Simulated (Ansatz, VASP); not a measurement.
## Mg5ZrN2 in VASP and in Ansatz

```xyz
8
Lattice="3.2000 0.0000 0.0000 -1.6000 2.7713 0.0000 0.0000 0.0000 13.2000" Properties=species:S:1:pos:R:3 pbc="T T T"
Mg    1.6000    0.9238    2.3760
Mg    1.6000    0.9238   10.8240
Mg    0.0000    0.0000    8.7120
Mg    1.6000    0.9238    6.6000
Mg    0.0000    0.0000    4.4880
Zr    0.0000    0.0000    0.0000
N     0.0000    1.8475    1.2540
N     0.0000    1.8475   11.9460
```

Alike in both runs: task relaxation of cell and atoms; functional PBE; k mesh 6 × 6 × 2; occupations gaussian, width 0.2 eV; no spin polarisation.

```csv
,VASP,Ansatz
version,VASP 6.6.1,Ansatz 0.2.0
potentials or method,"VASP PAW PBE potentials, release 64 (Mg, Zr_sv, N)","scalar-relativistic, plane waves, PAW"
plane-wave cutoff (eV),600,420
valence electrons in the cell,32,72
```

|  | VASP | Ansatz | Ansatz less VASP |
| --- | --- | --- | --- |
| gap on the k mesh at the Fermi level, each at its own relaxed structure (eV) | none | none | - |
| relaxed volume (Å³/atom) | 17.29 | 17.14 | -0.144 |
| relaxed cell length with the largest relative difference (Å) | 3.190 | 3.174 | -0.0160 |
| energy change over the relaxation (meV/atom) | -208 | -210 | -2.5 |

A gap of «none» marks a metal or a gap that the smearing closes. The two sets of potentials don't hold the same shells in valence.

Caveats: the k mesh is coarse (spacing up to 0.38 Å⁻¹), so the values aren't converged; the volume moved by over 15 % at a fixed basis, so the end points are rough (VASP).
